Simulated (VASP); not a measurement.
These are modified Becke-Johnson potential (mBJ) with spin-orbit coupling, VASP's PBE PAW potentials (set 64) (plane waves; VASP 6.6.1) values and carry that method's errors.

The input files of a VASP run:

File POSCAR:
```
KI
1
    0.0000000000     3.5875054436     3.5875054436
    3.5875054436     0.0000000000     3.5875054436
    3.5875054436     3.5875054436     0.0000000000
K I
1 1
Direct
  0.0000000000   0.0000000000   0.0000000000
  0.5000000000   0.5000000000   0.5000000000
```

**INCAR**
```
! general
SYSTEM      =  KI
PREC        =  Accurate
ENCUT       =  350
LREAL       =  .FALSE.
LASPH       =  .TRUE.

! electronic loop
EDIFF       =  1E-6
NELM        =  200
ALGO        =  Normal
LMAXMIX     =  4
LMIXTAU     =  .TRUE.

! smearing
ISMEAR      =  0
SIGMA       =  0.05

! functional
METAGGA     =  MBJ
GGA_COMPAT  =  .FALSE.

! spin
MAGMOM      =  6*0
LSORBIT     =  .TRUE.

! ions
ISIF        =  0

! output
LWAVE       =  .FALSE.
LCHARG      =  .FALSE.
```

**KPOINTS_OPT**
```
k-points along high-symmetry lines
11
Line-mode
Reciprocal
  0.000000   0.000000   0.000000 ! GAMMA
  0.500000   0.000000   0.500000 ! X

  0.500000   0.000000   0.500000 ! X
  0.625000   0.250000   0.625000 ! U

  0.375000   0.375000   0.750000 ! K
  0.000000   0.000000   0.000000 ! GAMMA

  0.000000   0.000000   0.000000 ! GAMMA
  0.500000   0.500000   0.500000 ! L

  0.500000   0.500000   0.500000 ! L
  0.500000   0.250000   0.750000 ! W

  0.500000   0.250000   0.750000 ! W
  0.500000   0.000000   0.500000 ! X
```

### KPOINTS
```
Automatic mesh
0
Gamma
6 6 6
0 0 0
```

POTCAR, in this order: K_sv I (PBE.64 set). Program: vasp_ncl. Read from the step before: WAVECAR.

The run wrote:

**OSZICAR**
```
       N       E                     dE             d eps       ncg     rms          rms(c)
DAV:   1     0.385502523098E+03    0.38550E+03   -0.10306E+00   880   0.126E+01    0.246E+00
DAV:   2     0.385276527941E+03   -0.22600E+00   -0.24711E+00   776   0.147E+01    0.647E+00
DAV:   3     0.385252506306E+03   -0.24022E-01   -0.40700E-02  1040   0.207E+00    0.690E+00
DAV:   4     0.385291066647E+03    0.38560E-01   -0.86130E-02  1064   0.260E+00    0.710E+00
DAV:   5     0.385364330097E+03    0.73263E-01   -0.80067E-02   808   0.202E+00    0.759E+00
DAV:   6     0.385594240459E+03    0.22991E+00   -0.21689E-01   784   0.382E+00    0.100E+01
DAV:   7     0.385565516927E+03   -0.28724E-01   -0.71791E-02   784   0.264E+00    0.105E+01
DAV:   8     0.385508677599E+03   -0.56839E-01   -0.10857E-02   984   0.957E-01    0.112E+01
DAV:   9     0.385461709872E+03   -0.46968E-01   -0.53190E-03   856   0.636E-01    0.121E+01
DAV:  10     0.385373892322E+03   -0.87818E-01   -0.58307E-02   768   0.198E+00    0.136E+01
DAV:  11     0.385446029364E+03    0.72137E-01   -0.21401E-03   992   0.481E-01    0.127E+01
DAV:  12     0.385489911696E+03    0.43882E-01   -0.38882E-04   888   0.174E-01    0.123E+01
DAV:  13     0.386208965105E+03    0.71905E+00   -0.88006E-02  1040   0.272E+00    0.494E+00
DAV:  14     0.386315380237E+03    0.10642E+00   -0.43705E-02   784   0.181E+00    0.470E+00
DAV:  15     0.386368632782E+03    0.53253E-01   -0.46479E-03  1256   0.633E-01    0.454E+00
DAV:  16     0.386448976451E+03    0.80344E-01   -0.28349E-03  1024   0.492E-01    0.351E+00
DAV:  17     0.386453040661E+03    0.40642E-02   -0.18441E-03   776   0.378E-01    0.315E+00
DAV:  18     0.386578574159E+03    0.12553E+00   -0.20386E-03   848   0.462E-01    0.187E+00
DAV:  19     0.386620652727E+03    0.42079E-01   -0.18289E-03   784   0.412E-01    0.155E+00
DAV:  20     0.386714401755E+03    0.93749E-01   -0.91890E-04   784   0.396E-01    0.784E-01
DAV:  21     0.386771452646E+03    0.57051E-01   -0.14415E-03   808   0.419E-01    0.303E-01
DAV:  22     0.386781221908E+03    0.97693E-02   -0.39160E-04   904   0.226E-01    0.293E-01
DAV:  23     0.386807994676E+03    0.26773E-01   -0.20599E-04   824   0.179E-01    0.741E-02
DAV:  24     0.386842293089E+03    0.34298E-01   -0.17670E-04   864   0.163E-01    0.243E-01
DAV:  25     0.386839736666E+03   -0.25564E-02   -0.13005E-04   800   0.127E-01    0.164E-01
DAV:  26     0.386834053254E+03   -0.56834E-02   -0.31276E-05   800   0.550E-02    0.988E-02
DAV:  27     0.386825726221E+03   -0.83270E-02   -0.14601E-05   832   0.394E-02    0.234E-02
DAV:  28     0.386822053208E+03   -0.36730E-02   -0.12055E-05   880   0.379E-02    0.458E-03
DAV:  29     0.386821430995E+03   -0.62221E-03   -0.18396E-06   856   0.161E-02    0.235E-03
DAV:  30     0.386821994307E+03    0.56331E-03   -0.52407E-07   632   0.853E-03    0.276E-03
DAV:  31     0.386822263147E+03    0.26884E-03   -0.45357E-07   552   0.711E-03    0.984E-04
DAV:  32     0.386822422539E+03    0.15939E-03   -0.72765E-08   432   0.295E-03    0.671E-04
DAV:  33     0.386822718247E+03    0.29571E-03   -0.39059E-08   432   0.215E-03    0.147E-03
DAV:  34     0.386822638084E+03   -0.80163E-04   -0.18571E-08   432   0.121E-03    0.525E-04
DAV:  35     0.386822609586E+03   -0.28498E-04   -0.53309E-09   432   0.695E-04    0.570E-04
DAV:  36     0.386822544795E+03   -0.64790E-04   -0.20292E-09   432   0.428E-04    0.265E-04
DAV:  37     0.386822491616E+03   -0.53179E-04   -0.14035E-09   424   0.362E-04    0.219E-04
DAV:  38     0.386822464301E+03   -0.27315E-04   -0.87598E-10   432   0.253E-04    0.763E-05
DAV:  39     0.386822436447E+03   -0.27853E-04   -0.53369E-10   408   0.226E-04    0.820E-05
DAV:  40     0.386822440535E+03    0.40874E-05   -0.29862E-10   384   0.143E-04    0.562E-05
DAV:  41     0.386822438306E+03   -0.22285E-05   -0.13504E-10   384   0.829E-05    0.254E-05
DAV:  42     0.386822433336E+03   -0.49707E-05   -0.72303E-11   384   0.589E-05    0.432E-05
DAV:  43     0.386822431626E+03   -0.17101E-05   -0.42873E-11   384   0.457E-05    0.532E-05
DAV:  44     0.386822435610E+03    0.39841E-05   -0.30842E-11   384   0.306E-05    0.693E-06
DAV:  45     0.386822434499E+03   -0.11104E-05   -0.16682E-11   384   0.282E-05    0.221E-05
DAV:  46     0.386822436240E+03    0.17406E-05   -0.65510E-12   384   0.187E-05    0.851E-06
DAV:  47     0.386822436414E+03    0.17416E-06   -0.15047E-11   384   0.155E-05
   1 F= 0.38682244E+03 E0= 0.38682244E+03  d E =-.124272E-21  mag=    -0.0000     0.0000     0.0000
       N       E                     dE             ncg
       N       E                     dE             ncg
       N       E                     dE             ncg
       N       E                     dE             ncg
       N       E                     dE             ncg
```

File OUTCAR:
```
------------------------ aborting loop because EDIFF is reached ----------------------------------------
  volume of cell :       92.34
      direct lattice vectors                 reciprocal lattice vectors
     0.000000000  3.587505444  3.587505444    -0.139372611  0.139372611  0.139372611
     3.587505444  0.000000000  3.587505444     0.139372611 -0.139372611  0.139372611
     3.587505444  3.587505444  0.000000000     0.139372611  0.139372611 -0.139372611
  FREE ENERGIE OF THE ION-ELECTRON SYSTEM (eV)
  ---------------------------------------------------
  free  energy   TOTEN  =       386.8224364141 eV

  energy  without entropy=      386.8224364141  energy(sigma->0) =      386.82243641

     CMBJ =    1.0000

     CMBJA=   -0.0120

     CMBJB=    1.0230

     CMBJE=    0.5000

    CMBJ =    1.3034

 Ion:    1  E_soc:     -0.0067024

 Ion:    2  E_soc:     -0.2220096
```
(Selected blocks of OUTCAR.)

### OUTCAR
```
 val. band max:       -0.1178577967   @ k =   0.0000   0.0000   0.0000

 cond. band min:       5.4103903308   @ k =   0.0000   0.0000   0.0000


 Fermi energy:         0.2069087423

 k-point     1 :       0.0000    0.0000    0.0000
  band No.  band energies     occupation
      1     -29.9282      1.00000
      2     -29.9282      1.00000
      3     -13.1195      1.00000
      4     -13.1195      1.00000
      5     -12.8631      1.00000
      6     -12.8631      1.00000
      7     -12.8631      1.00000
      8     -12.8631      1.00000
      9     -10.5996      1.00000
     10     -10.5996      1.00000
     11      -1.0594      1.00000
     12      -1.0594      1.00000
     13      -0.1179      1.00000
     14      -0.1179      1.00000
     15      -0.1179      1.00000
     16      -0.1179      1.00000
     17       5.4104      0.00000
     18       5.4104      0.00000
     19       7.2581      0.00000
     20       7.2581      0.00000
     21       7.2581      0.00000
     22       7.2581      0.00000
     23       7.2853      0.00000
     24       7.2853      0.00000

 k-point     2 :       0.1667    0.0000    0.0000
  band No.  band energies     occupation
      1     -29.9280      1.00000
      2     -29.9280      1.00000
      3     -13.1248      1.00000
      4     -13.1248      1.00000
      5     -12.8742      1.00000
      6     -12.8742      1.00000
      7     -12.8636      1.00000
      8     -12.8636      1.00000
      9     -10.5603      1.00000
     10     -10.5603      1.00000
     11      -1.1728      1.00000
     12      -1.1728      1.00000
     13      -0.3161      1.00000
     14      -0.3161      1.00000
     15      -0.1832      1.00000
     16      -0.1832      1.00000
     17       5.9070      0.00000
     18       5.9070      0.00000
     19       7.2733      0.00000
     20       7.2733      0.00000
     21       7.5052      0.00000
     22       7.5052      0.00000
     23       7.5329      0.00000
     24       7.5329      0.00000
...
```

mBJ is a potential without an energy functional, so only the levels count.

The compound is KI in the rock salt structure. It was relaxed first. The cell's shape comes from a PBE relaxation.
